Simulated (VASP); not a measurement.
Input:

```
Ca
1.0
    3.91952     0.00000     0.00000
   -1.95976     3.39440     0.00000
    0.00000     0.00000     6.52581
Ca
2
Direct
  0.33333   0.66667   0.25000
  0.66667   0.33333   0.75000
```

All values below come from r2SCAN meta-GGA, VASP's PBE PAW potentials (set 64) (plane waves; VASP). Numerical set-up: 400 eV cut-off, 12×12×7 Γ-centred mesh, tetrahedra with Blöchl corrections, potentials Ca_sv.

### Question
The job: Ca (relaxed from the hcp structure, space group P6_3/mmc), 2 atoms, r2SCAN, static run, 400 eV, 12×12×7 Γ-centred mesh. Roughly how much core time does it take on a busy server core?

### Answer
About 7 core-minutes (one run on a shared machine, a rough figure). It had 76 irreducible k-points, 14 bands, up to 1605 plane waves and 44 electronic steps.

The structure was generated: Ca was put into the hcp type (P6_3/mmc), which need not be its known phase. It was relaxed first.
